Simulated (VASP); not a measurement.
VASP ran on this input.

INCAR:
```
! general
SYSTEM   =  Li
PREC     =  Accurate
ENCUT    =  520
LREAL    =  .False.
LASPH    =  .True.

! electronic loop
EDIFF    =  1E-7
NELM     =  100
ALGO     =  Normal
LMIXTAU  =  .True.

! smearing
ISMEAR   =  1
SIGMA    =  0.1

! functional
METAGGA  =  R2SCAN

! ions
ISIF     =  2

! output
LWAVE    =  .False.
LCHARG   =  .False.
```

**KPOINTS**
```
kpoints
0
Gamma
15 15 15
```

### POSCAR
```
Li
1
   -1.7452397292     1.7452397292     1.7452397292
    1.7452397292    -1.7452397292     1.7452397292
    1.7452397292     1.7452397292    -1.7452397292
Li
1
Direct
  0.0000000000   0.0000000000   0.0000000000
```

POTCAR, in this order: Li_sv (PBE.64 set). Program: vasp_std.

**Question.** Write an equivalent input for Ansatz.

**Answer.** One equivalent input (not run):
Ansatz 0.2 input:
```yaml
crystal:
  lattice:
    - [-1.7452397, 1.7452397, 1.7452397]
    - [1.7452397, -1.7452397, 1.7452397]
    - [1.7452397, 1.7452397, -1.7452397]
  atoms:
    - { symbol: Li, position: [0.0000000, 0.0000000, 0.0000000] }
kpoints:
  mp_grid: { grid: [15, 15, 15] }
hamiltonian:
  xc: r2scan
  pseudopotentials: { kind: paw }
scf:
  occupations: { method: methfessel_paxton, width: 0.1 }
  max_iter: 100
output: { forces: true, stress: true, eigenvalues: true }
```
What does not carry over: each code has its own PAW files, so the cut-off isn't converted (ENCUT is set for VASP's; basis.ecutwfc is left out, and Ansatz then takes the one that its files recommend); Ansatz stops its SCF on the density residual and VASP on the energy change (EDIFF).

The compound is Li in the bcc structure. This cell is one point of a volume scan, at 1.03 of the reference volume.
